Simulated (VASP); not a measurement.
Method: r2SCAN meta-GGA, VASP's PBE PAW potentials (set 64) (plane waves; VASP).

Input for VASP

**POSCAR**
```
FeSb
3.2649640
  1.0000001281   0.0000000000   0.0000000000
  0.0000000000   1.0000001281   0.0000000000
  0.0000000000   0.0000000000   1.0000001281
Fe Sb
1 1
direct
  0.0000000000   0.0000000000   0.0000000000
  0.5000000000   0.5000000000   0.5000000000
```

### INCAR
```
SYSTEM=FeSb
PREC=Accurate; ENCUT=400; LREAL=.FALSE.
LASPH=.TRUE.
EDIFF=1E-7; NELM=100; ALGO=Normal
LMAXMIX=4; LMIXTAU=.TRUE.
ISMEAR=-5
METAGGA=R2SCAN
MAGMOM=2.6 -0.1
ISPIN=2
ISIF=2
LWAVE=.FALSE.; LCHARG=.FALSE.; LORBIT=11
NEDOS=601
```

KPOINTS:
```
Automatic
0
Gamma
  13 13 13
```

File KPOINTS_OPT:
```
k-points along high-symmetry lines
10
Line-mode
Reciprocal
  0.000000   0.000000   0.000000 ! GAMMA
  0.000000   0.500000   0.000000 ! X

  0.000000   0.500000   0.000000 ! X
  0.500000   0.500000   0.000000 ! M

  0.500000   0.500000   0.000000 ! M
  0.000000   0.000000   0.000000 ! GAMMA

  0.000000   0.000000   0.000000 ! GAMMA
  0.500000   0.500000   0.500000 ! R

  0.500000   0.500000   0.500000 ! R
  0.000000   0.500000   0.000000 ! X

  0.500000   0.500000   0.500000 ! R
  0.500000   0.500000   0.000000 ! M
```

POTCAR, in this order: Fe Sb (PBE.64 set). Program: vasp_std.

**Question.** What will the output report for the number of irreducible k-points (NKPTS), number of bands (NBANDS), largest plane-wave count, number of space-group operations, FFT grid (NGX, NGY, NGZ)?

**Answer.** 
The number of irreducible k-points (NKPTS) is 84 and the number of bands (NBANDS) is 11. The largest plane-wave count comes out as 647, the number of space-group operations is 48 and the FFT grid (NGX, NGY, NGZ) is 24 × 24 × 24.

The structure was generated: FeSb was put into the CsCl type type (Pm-3m), which need not be its known phase. It was relaxed first, which changed the volume by -20 %.
